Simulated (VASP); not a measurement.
Calculation: revTPSS meta-GGA, VASP's PBE PAW potentials (set 64) (plane waves; VASP).

VASP input:

**POSCAR**
```
SnTe
1.0
  0.0000000000   3.0954921035   3.0954921035
  3.0954921035   0.0000000000   3.0954921035
  3.0954921035   3.0954921035   0.0000000000
Sn Te
1 1
Cartesian
  0.0000000000   0.0000000000   0.0000000000
  3.0954921035   3.0954921035   3.0954921035
```

### KPOINTS
```
Regular mesh
0
G
 7 7 7
```

INCAR:
```
ALGO=Normal
EDIFF=1E-7
ENCUT=520
ISIF=2
ISMEAR=0
LASPH=.TRUE.
LCHARG=.FALSE.
LMAXMIX=4
LMIXTAU=.TRUE.
LREAL=.FALSE.
LWAVE=.FALSE.
METAGGA=RTPSS
NELM=100
PREC=Accurate
SIGMA=0.05
SYSTEM=SnTe
```

POTCAR, in this order: Sn_d Te (PBE.64 set). Program: vasp_std.

Question: What will the output report for the number of irreducible k-points (NKPTS), largest plane-wave count, number of space-group operations, FFT grid (NGX, NGY, NGZ)?

Answer: 
The number of irreducible k-points (NKPTS) is 20 and the largest plane-wave count is 1639. The number of space-group operations is 48 and the FFT grid (NGX, NGY, NGZ) comes out as 36 × 36 × 36.

The compound is SnTe in the rock salt structure, which distorts at low temperature. This cell is one point of a volume scan, at 0.94 of the reference volume.
